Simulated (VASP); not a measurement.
# Which face does Fe expose?

How do surface energy, work function and relaxation of Fe depend on the face?

Main program and level: VASP 6.6.1; PBE, spin-polarised from a ferromagnetic start (one magnetic atom a cell); plane waves and PAW (Fe), in the first sound run; inputs show where later runs differ.

## Step 1: The starting structure

The structure is cubic, space group Im-3m (No. 229). The conventional cell has a = 2.870 Å, b = 2.870 Å, c = 2.870 Å, α = 90.00°, β = 90.00°, γ = 90.00°. Nearest to Fe lie 8 Fe at 2.49 Å.

Structure file:

```cif
data_structure
_symmetry_space_group_name_H-M 'P 1'
_symmetry_Int_Tables_number 1
_cell_length_a 2.4855
_cell_length_b 2.4855
_cell_length_c 2.4855
_cell_angle_alpha 109.471
_cell_angle_beta 109.471
_cell_angle_gamma 109.471
_cell_volume 11.82
loop_
_atom_site_label
_atom_site_type_symbol
_atom_site_fract_x
_atom_site_fract_y
_atom_site_fract_z
_atom_site_occupancy
Fe1 Fe 0.00000 0.00000 0.00000 1
```

## Step 2: The bulk reference, job relaxation, k-mesh 19×19×19

The bulk crystal is relaxed first, so that the slabs are cut at this functional's lattice.

Contents of INCAR:

```
SYSTEM = Fe
PREC = Accurate
ENCUT = 420
EDIFF = 1E-06
NELM = 120
ISMEAR = 1
SIGMA = 0.15
LREAL = .FALSE.
ALGO = Normal
GGA = PE
NBANDS = 12
ISPIN = 2
MAGMOM = 3
LASPH = .TRUE.
LMAXMIX = 4
LORBIT = 11
LWAVE = .FALSE.
LCHARG = .FALSE.
KPAR = 4
IBRION = 2
NSW = 30
ISIF = 3
EDIFFG = -0.01
POTIM = 0.4
```

Contents of POSCAR:

```
Fe
1.0
   -1.4350000000      1.4350000000      1.4350000000
    1.4350000000     -1.4350000000      1.4350000000
    1.4350000000      1.4350000000     -1.4350000000
Fe
1
Direct
    0.0000000000      0.0000000000      0.0000000000
```

Contents of KPOINTS:

```
Automatic mesh
0
Gamma
19 19 19
0 0 0
```

PAW data sets: Fe (PBE family, release 64).

Started as:

```
$ mpirun -np 4 vasp_std
```

Log:

```text
[banner, memory and clock lines left out]
running    4 mpi-ranks, on    1 nodes
 distrk:  each k-point on    1 cores,    4 groups
 distr:  one band on    1 cores,    1 groups

 POSCAR found type information on POSCAR Fe
 POSCAR found :  1 types and       1 ions
 LDA part: xc-table for (Slater+PW92), standard interpolation
 POSCAR, INCAR and KPOINTS ok, starting setup
 FFT: planning ... GRIDC
 FFT: planning ... GRID_SOFT
 FFT: planning ... GRID
 WAVECAR not read
 entering main loop
       N       E                     dE             d eps       ncg     rms          rms(c)
DAV:   1     0.174964841282E+02    0.17496E+02   -0.34709E+03 11564   0.686E+02
DAV:   2    -0.849998370572E+01   -0.25996E+02   -0.23876E+02 10964   0.119E+02
DAV:   3    -0.913621340885E+01   -0.63623E+00   -0.63252E+00 12316   0.217E+01
DAV:   4    -0.913849238348E+01   -0.22790E-02   -0.22788E-02 11700   0.117E+00
DAV:   5    -0.913850658473E+01   -0.14201E-04   -0.14201E-04 12216   0.951E-02    0.110E+01
DAV:   6    -0.832345382599E+01    0.81505E+00   -0.11286E+01 12036   0.433E+01    0.593E+00
DAV:   7    -0.824404638119E+01    0.79407E-01   -0.79470E-01 12300   0.111E+01    0.334E+00
DAV:   8    -0.823779807943E+01    0.62483E-02   -0.77162E-03 12700   0.573E-01    0.135E+00
DAV:   9    -0.823078634697E+01    0.70117E-02   -0.74181E-03 13980   0.471E-01    0.294E-01
DAV:  10    -0.823083669063E+01   -0.50344E-04   -0.94585E-04 11612   0.299E-01    0.970E-02
DAV:  11    -0.823084874083E+01   -0.12050E-04   -0.12497E-04 11924   0.101E-01    0.468E-02
DAV:  12    -0.823084879708E+01   -0.56243E-07   -0.28303E-06 10832   0.214E-02
   1 F= -.82308488E+01 E0= -.82307393E+01  d E =-.823085E+01  mag=     2.2407
 curvature:   0.00 expect dE= 0.000E+00 dE for cont linesearch  0.000E+00
 trial: gam= 0.00000 g(F)=  0.525E-62 g(S)=  0.418E-01 ort = 0.000E+00 (trialstep = 0.100E+01)
 search vector abs. value=  0.418E-01
 bond charge predicted
       N       E                     dE             d eps       ncg     rms          rms(c)
DAV:   1    -0.863424204339E+01   -0.40339E+00   -0.69516E+00 11952   0.377E+01    0.593E+00
DAV:   2    -0.826715848844E+01    0.36708E+00   -0.30317E+00 11896   0.218E+01    0.482E+00
DAV:   3    -0.824320388712E+01    0.23955E-01   -0.15164E-01 12168   0.503E+00    0.195E+00
DAV:   4    -0.823964861812E+01    0.35553E-02   -0.18217E-03 12128   0.494E-01    0.380E-01
DAV:   5    -0.823667316801E+01    0.29755E-02   -0.51677E-03 12492   0.494E-01    0.737E-02
DAV:   6    -0.823671270352E+01   -0.39536E-04   -0.13213E-04 12104   0.118E-01    0.423E-02
DAV:   7    -0.823670948981E+01    0.32137E-05   -0.11804E-05 11980   0.474E-02    0.172E-02
DAV:   8    -0.823670940385E+01    0.85957E-07   -0.18503E-06 11332   0.171E-02
   2 F= -.82367094E+01 E0= -.82364851E+01  d E =-.586061E-02  mag=     2.1700
 trial-energy change:   -0.005861  1 .order   -0.006099   -0.041848    0.029650
 step:   0.5804(harm=  0.5853)  dis= 0.00000  next Energy=    -8.242947 (dE=-0.121E-01)
 bond charge predicted
       N       E                     dE             d eps       ncg     rms          rms(c)
DAV:   1    -0.831442363589E+01   -0.77714E-01   -0.12658E+00 11836   0.169E+01    0.260E+00
DAV:   2    -0.825120824009E+01    0.63215E-01   -0.67835E-01 11900   0.974E+00    0.245E+00
DAV:   3    -0.824441419919E+01    0.67940E-02   -0.44703E-02 12092   0.268E+00    0.851E-01
DAV:   4    -0.824366747284E+01    0.74673E-03   -0.56269E-04 12372   0.324E-01    0.213E-01
DAV:   5    -0.824305359449E+01    0.61388E-03   -0.72544E-04 11976   0.226E-01    0.394E-02
DAV:   6    -0.824306207831E+01   -0.84838E-05   -0.24495E-05 11832   0.454E-02    0.180E-02
DAV:   7    -0.824306378706E+01   -0.17088E-05   -0.15959E-06 11352   0.149E-02    0.961E-03
DAV:   8    -0.824306502611E+01   -0.12390E-05   -0.93845E-07  6156   0.102E-02    0.219E-03
DAV:   9    -0.824306494987E+01    0.76240E-07   -0.22784E-08  5392   0.155E-03
   3 F= -.82430649E+01 E0= -.82431482E+01  d E =-.122162E-01  mag=     2.2062
 curvature:  -0.29 expect dE=-0.198E-05 dE for cont linesearch -0.198E-05
 trial: gam=-0.01255 g(F)=  0.476E-62 g(S)=  0.676E-05 ort = 0.532E-03 (trialstep = 0.916E+00)
 search vector abs. value=  0.119E-08
 reached required accuracy - stopping structural energy minimisation
```

It took 73 s on 4 MPI ranks of AMD EPYC 7R43, shared host; peak memory 0.45 GiB; 4.8 min of CPU time.

Lines that name or quote the potential files are left out of all logs, and their timing lines are given in words.

Parts of OUTCAR (step 2):

```text
ion  position               nearest neighbor table
   1  0.000  0.000  0.000-

  LATTYP: Found a body centered cubic cell.
 ALAT       =     2.8700000000

 Subroutine GETGRP returns: Found 48 space group operations
 (whereof 48 operations were pure point group operations)

The static configuration has the point symmetry O_h .

 Found    220 irreducible k-points:

   k-points           NKPTS =    220   k-points in BZ     NKDIM =    220   number of bands    NBANDS=     12

   dimension x,y,z NGX =    18 NGY =   18 NGZ =   18
   dimension x,y,z NGXF=    36 NGYF=   36 NGZF=   36

   ENCUT  =  420.0 eV  30.87 Ry    5.56 a.u.   4.15  4.15  4.15*2*pi/ulx,y,z

   NELECT =       8.0000    total number of electrons

 k-points in reciprocal lattice and weights: Automatic mesh
   0.00000000  0.00000000  0.00000000       0.000
   0.05263158  0.00000000  0.00000000       0.002
   0.10526316  0.00000000  0.00000000       0.002
   0.15789474  0.00000000  0.00000000       0.002
   0.21052632  0.00000000  0.00000000       0.002
   0.26315789  0.00000000  0.00000000       0.002
   0.31578947  0.00000000  0.00000000       0.002
   0.36842105  0.00000000  0.00000000       0.002
   0.42105263  0.00000000  0.00000000       0.002
[...]
-0.47368421 -0.47368421  0.42105263       0.001
  -0.47368421  0.47368421  0.47368421       0.001

 average (electrostatic) potential at core
       1 -43.3100

 E-fermi :   5.8364

 spin component 1
 k-point     1 :       0.0000    0.0000    0.0000
  band No.  band energies     occupation
    ...
      2       3.5255      1.00000
      3       3.5255      1.00000
      4       3.5255      1.00000
      5       4.7460      1.00000
      6       4.7460      1.00000
      7      30.8646      0.00000
      8      30.8646      0.00000
      9      30.8646      0.00000
     10      35.9575      0.00000
     11      35.9575      0.00000
    ...

 k-point     2 :       0.0526    0.0000    0.0000
  band No.  band energies     occupation
    ...
      2       3.4940      1.00000
      3       3.5235      1.00000
      4       3.5875      1.00000
      5       4.7141      1.00000
      6       4.7485      1.00000
      7      30.0848      0.00000
      8      30.6987      0.00000
      9      30.7806      0.00000
     10      35.4381      0.00000
     11      36.2580      0.00000
    ...

 k-point     3 :       0.1053    0.0000    0.0000
  band No.  band energies     occupation
    ...
      2       3.4037      1.00000
      3       3.5088      1.00000
      4       3.7694      1.00000
      5       4.6380      1.00000
      6       4.7566      1.00000
      7      28.2615      0.00000
      8      30.1105      0.00000
      9      30.5667      0.00000
     10      34.6405      0.00000
     11      34.9891      0.00000
    ...

 k-point     4 :       0.1579    0.0000    0.0000
  band No.  band energies     occupation
    ...
      2       3.2661      1.00000
      3       3.4633      1.00000
      4       4.0583      1.00000
      5       4.5683      1.00000
      6       4.7713      1.00000
      7      25.9785      0.00000
      8      29.1124      0.00000
      9      30.2978      0.00000
     10      32.8531      0.00000
     11      34.2722      0.00000
    ...

 k-point     5 :       0.2105    0.0000    0.0000
  band No.  band energies     occupation
    ...
      2       3.0985      1.00000
      3       3.3980      1.00000
      4       4.4332      1.00000
      5       4.5535      1.00000
      6       4.7937      1.00000
      7      23.5213      0.00000
      8      27.9483      0.00000
      9      30.0323      0.00000
     10      31.1804      0.00000
     11      33.6608      0.00000
    ...

 k-point     6 :       0.2632    0.0000    0.0000
  band No.  band energies     occupation
    ...
      2       2.9201      1.00000
      3       3.4090      1.00000
      4       4.6018      1.00000
      5       4.8231      1.00000
      6       4.8627      1.00000
      7      21.0438      0.00000
      8      26.8208      0.00000
      9      29.6602      0.00000
     10      29.8009      0.00000
     11      33.3034      0.00000
    ...

  Total       -0.0076415     -0.0076415     -0.0076415     -0.0000000      0.0000000      0.0000000
  in kB       -1.0787896     -1.0787896     -1.0787896     -0.0000000      0.0000000      0.0000000
  external PRESSURE =      -1.0787896 kB  Pullay stress =       0.0000000 kB

  energy-cutoff  :      420.00
  volume of cell :       11.35
      direct lattice vectors                 reciprocal lattice vectors
    -1.415674108  1.415674108  1.415674108     0.000000000  0.353188631  0.353188631
     1.415674108 -1.415674108  1.415674108     0.353188631  0.000000000  0.353188631
     1.415674108  1.415674108 -1.415674108     0.353188631  0.353188631  0.000000000

 POSITION                                       TOTAL-FORCE (eV/Angst)
 -----------------------------------------------------------------------------------
      0.00000     -0.00000      0.00000         0.000000     -0.000000      0.000000
 -----------------------------------------------------------------------------------
    total drift:                                0.000000     -0.000000      0.000000

  FREE ENERGIE OF THE ION-ELECTRON SYSTEM (eV)
  ---------------------------------------------------
  free  energy   TOTEN  =        -8.2430649499 eV

  energy  without entropy=       -8.2433148406  energy(sigma->0) =       -8.24314825

 reached required accuracy - stopping structural energy minimisation

 total charge
# of ion       s       p       d       tot
------------------------------------------
    1        0.488   0.541   6.242   7.271

 magnetization (x)
# of ion       s       p       d       tot
------------------------------------------
    1       -0.013  -0.055   2.271   2.203

[... 6 further parts left out ...]
```

CONTCAR:

```
Fe
   1.00000000000000
    -1.4156741082670017    1.4156741082670017    1.4156741082670017
     1.4156741082670017   -1.4156741082670017    1.4156741082670017
     1.4156741082670017    1.4156741082670017   -1.4156741082670017
  Fe
     1
Direct
     0.0000000000000000    0.0000000000000000    0.0000000000000000
```

The cell holds one magnetic atom, so no antiferromagnetic order fits into it. The run keeps the 48 symmetry operations of its start, so it cannot find a distortion of lower symmetry.

Step by step:

```
step  energy less that of the first step (eV)  largest force (eV/Å)  pressure (GPa)  volume (Å³)
   1                                   0.0000                0.0000           -8.15        11.82
   2                                  -0.0059                0.0000            6.20        11.02
   3                                  -0.0122                0.0000           -0.11        11.35
```

```
conventional cell, symmetrised  before  after  change
                         a (Å)   2.870  2.831  -1.3 %
                         b (Å)   2.870  2.831  -1.3 %
                         c (Å)   2.870  2.831  -1.3 %
              volume (Å³/atom)   11.82  11.35  -4.0 %
```

The relaxed structure:

```xyz
1
Lattice="-1.4157 1.4157 1.4157 1.4157 -1.4157 1.4157 1.4157 1.4157 -1.4157" Properties=species:S:1:pos:R:3 pbc="T T T"
Fe    0.0000    0.0000    0.0000
```

This step gave:

* electronic cycles: 29
* electrons: 8
* free energy (TOTEN): -8.243 eV
* energy at zero smearing: -8.243 eV
* Fermi energy: 5.836 eV
* moment of the cell, from the last line of the log: 2.206 μB
* metallic: yes

Spin moment in the PAW sphere by atom:

```
atom  spin moment in the PAW sphere (μB)
 Fe1                                2.20
```

The run ended after 3 ionic steps, 0.012 eV below its first step, once forces and stress met EDIFFG = -0.01.

Energy at zero smearing: -8.24315 eV.

## Step 3: The bulk reference, job self-consistent run, k-mesh 23×23×23

Contents of INCAR:

```
SYSTEM = Fe
PREC = Normal
ENCUT = 320
EDIFF = 1E-06
NELM = 120
ISMEAR = 1
SIGMA = 0.15
LREAL = .FALSE.
ALGO = Fast
GGA = PE
NBANDS = 12
ISPIN = 2
MAGMOM = 3
LASPH = .TRUE.
LMAXMIX = 4
LORBIT = 11
LWAVE = .FALSE.
LCHARG = .FALSE.
KPAR = 4
```

Contents of POSCAR:

```
Fe
1.0
   -1.4156741083      1.4156741083      1.4156741083
    1.4156741083     -1.4156741083      1.4156741083
    1.4156741083      1.4156741083     -1.4156741083
Fe
1
Direct
    0.0000000000      0.0000000000      0.0000000000
```

Contents of KPOINTS:

```
Automatic mesh
0
Gamma
23 23 23
0 0 0
```

Started as:

```
$ mpirun -np 4 vasp_std
```

Log:

```text
[... set-up lines as in an earlier step ...]
 entering main loop
       N       E                     dE             d eps       ncg     rms          rms(c)
DAV:   1     0.132924392096E+02    0.13292E+02   -0.29196E+03 19548   0.555E+02
DAV:   2    -0.870859396856E+01   -0.22001E+02   -0.20155E+02 18416   0.105E+02
DAV:   3    -0.912571558512E+01   -0.41712E+00   -0.41633E+00 20228   0.167E+01
DAV:   4    -0.912701868997E+01   -0.13031E-02   -0.13030E-02 19436   0.846E-01
DAV:   5    -0.912702644978E+01   -0.77598E-05   -0.77601E-05 20108   0.671E-02    0.114E+01
RMM:   6    -0.830813213219E+01    0.81889E+00   -0.19636E+00 21258   0.169E+01    0.565E+00
RMM:   7    -0.826893218507E+01    0.39200E-01   -0.90447E-02 21360   0.379E+00    0.353E+00
RMM:   8    -0.825859611251E+01    0.10336E-01   -0.97692E-03 21123   0.782E-01    0.140E+00
RMM:   9    -0.825163214941E+01    0.69640E-02   -0.21188E-03 21060   0.346E-01    0.323E-01
RMM:  10    -0.825160094453E+01    0.31205E-04   -0.34256E-04 21227   0.200E-01    0.103E-01
WARNING in EDDRMM: call to ZHEGV failed, returncode =   6  3     11
RMM:  11    -0.825166744292E+01   -0.66498E-04   -0.12875E-04 21549   0.107E-01    0.617E-02
RMM:  12    -0.825166803567E+01   -0.59276E-06   -0.13787E-05 22367   0.394E-02    0.254E-02
WARNING in EDDRMM: call to ZHEGV failed, returncode =   6  3     11
RMM:  13    -0.825166937732E+01   -0.13416E-05   -0.31740E-06 20597   0.132E-02    0.128E-02
WARNING in EDDRMM: call to ZHEGV failed, returncode =   8  4     12
RMM:  14    -0.825166935287E+01    0.24450E-07   -0.66610E-07 15162   0.731E-03
   1 F= -.82516694E+01 E0= -.82517374E+01  d E =0.204033E-03  mag=     2.1883
```

Run time: 23 s. Hardware: 4 MPI ranks; peak memory 0.43 GiB.

From OUTCAR (step 3):

```text
  LATTYP: Found a body centered cubic cell.
 ALAT       =     2.8313482166

The static configuration has the point symmetry O_h .

 Found    364 irreducible k-points:

   k-points           NKPTS =    364   k-points in BZ     NKDIM =    364   number of bands    NBANDS=     12

   dimension x,y,z NGX =    12 NGY =   12 NGZ =   12
   dimension x,y,z NGXF=    24 NGYF=   24 NGZF=   24

   ENCUT  =  320.0 eV  23.52 Ry    4.85 a.u.   3.58  3.58  3.58*2*pi/ulx,y,z

   NELECT =       8.0000    total number of electrons

 E-fermi :   5.8438

 spin component 1
 k-point     1 :       0.0000    0.0000    0.0000
  band No.  band energies     occupation
    ...
      2       3.5344      1.00000
      3       3.5345      1.00000
      4       3.5345      1.00000
      5       4.7477      1.00000
      6       4.7478      1.00000
      7      30.8692      0.00000
      8      30.8692      0.00000
      9      30.8692      0.00000
     10      35.9879      0.00000
     11      35.9879      0.00000
    ...

 k-point     2 :       0.0435    0.0000    0.0000
  band No.  band energies     occupation
    ...
      2       3.5129      1.00000
      3       3.5332      1.00000
      4       3.5768      1.00000
      5       4.7256      1.00000
      6       4.7495      1.00000
      7      30.3248      0.00000
      8      30.7593      0.00000
      9      30.8117      0.00000
     10      35.5836      0.00000
     11      36.2555      0.00000
    ...

 k-point     3 :       0.0870    0.0000    0.0000
  band No.  band energies     occupation
    ...
      2       3.4501      1.00000
      3       3.5253      1.00000
      4       3.7020      1.00000
      5       4.6686      1.00000
      6       4.7549      1.00000
      7      28.9787      0.00000
      8      30.3766      0.00000
      9      30.6581      0.00000
     10      35.0863      0.00000
     11      35.2981      0.00000
    ...

 k-point     4 :       0.1304    0.0000    0.0000
  band No.  band energies     occupation
    ...
      2       3.3517      1.00000
      3       3.5001      1.00000
      4       3.9042      1.00000
      5       4.6024      1.00000
      6       4.7646      1.00000
      7      27.2139      0.00000
      8      29.6790      0.00000
      9      30.4500      0.00000
     10      33.7842      0.00000
     11      34.7259      0.00000
    ...

  Total       -0.0284861     -0.0284861     -0.0284861     -0.0000000      0.0000000      0.0000000
  in kB       -4.0215486     -4.0215486     -4.0215486     -0.0000000      0.0000000      0.0000000
  external PRESSURE =      -4.0215486 kB  Pullay stress =       0.0000000 kB

  energy-cutoff  :      320.00
  volume of cell :       11.35
      direct lattice vectors                 reciprocal lattice vectors
    -1.415674108  1.415674108  1.415674108     0.000000000  0.353188631  0.353188631
     1.415674108 -1.415674108  1.415674108     0.353188631  0.000000000  0.353188631
     1.415674108  1.415674108 -1.415674108     0.353188631  0.353188631  0.000000000

 POSITION                                       TOTAL-FORCE (eV/Angst)
 -----------------------------------------------------------------------------------
      0.00000      0.00000      0.00000         0.000000      0.000000     -0.000000
 -----------------------------------------------------------------------------------
    total drift:                                0.000000     -0.000000      0.000000

  FREE ENERGIE OF THE ION-ELECTRON SYSTEM (eV)
  ---------------------------------------------------
  free  energy   TOTEN  =        -8.2516693529 eV

  energy  without entropy=       -8.2518733862  energy(sigma->0) =       -8.25173736

 total charge
# of ion       s       p       d       tot
------------------------------------------
    1        0.488   0.544   6.231   7.263

 magnetization (x)
# of ion       s       p       d       tot
------------------------------------------
    1       -0.014  -0.057   2.255   2.185

[... 2 parts as in an earlier step ...]

[... 10 further parts left out ...]
```

Numbers from this step:

```
electronic cycles                                 : 14
free energy (TOTEN)                               : -8.252 eV
energy at zero smearing                           : -8.252 eV
Fermi energy                                      : 5.844 eV
moment of the cell, from the last line of the log : 2.188 μB
```

Energy at zero smearing: -8.25174 eV.

The run ends at a pressure of -0.40 GPa.

[end of part 1 of 6]

[Lines on the potential files, build, host, timing and source positions are cut from VASP's logs without a mark.]

[Logs are printed without paths, hosts, clocks, repeated set-up lines and the standing remarks that a program may print on its own settings, such as how far it seeks lower states.]

[Hosts, paths, dates, database ids (printed as entryN), source tags and the programs' standing remarks are cut or masked in the printed files.]

[Runs that stopped without an error message from VASP are left out.]
